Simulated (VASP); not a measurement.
Input:

```yaml
crystal:
  lattice:
    - [0.00000, 3.22317, 3.22317]
    - [3.22317, 0.00000, 3.22317]
    - [3.22317, 3.22317, 0.00000]
  atoms:
    - { symbol: Na, position: [0.99612, 0.00388, 0.99612] }
    - { symbol: I, position: [0.50000, 0.50000, 0.50000] }
```

All values below come from r2SCAN meta-GGA, VASP's PBE PAW potentials (set 64) (plane waves; VASP 6.6.1). Numerical set-up: 480 eV cut-off, 8×8×8 Γ-centred mesh, Gaussian smearing of 0.050 eV, potentials Na_pv I.

Unless said otherwise, spin-orbit coupling is left out, though it shifts the bands of the heavy elements here.

### Question
Estimate the energy per atom (σ→0), band gap (on the k-mesh) with the smallest direct gap where there is one.

### Answer

```
Property                                      Result
-----------------------------------  ---------------
band gap (on the k-mesh)                     4.48 eV
smallest direct gap (on the k-mesh)          4.48 eV
energy per atom (σ→0)                -15.543 eV/atom
```

The compound is NaI in the rock salt structure. This cell was strained or had an atom moved on purpose.
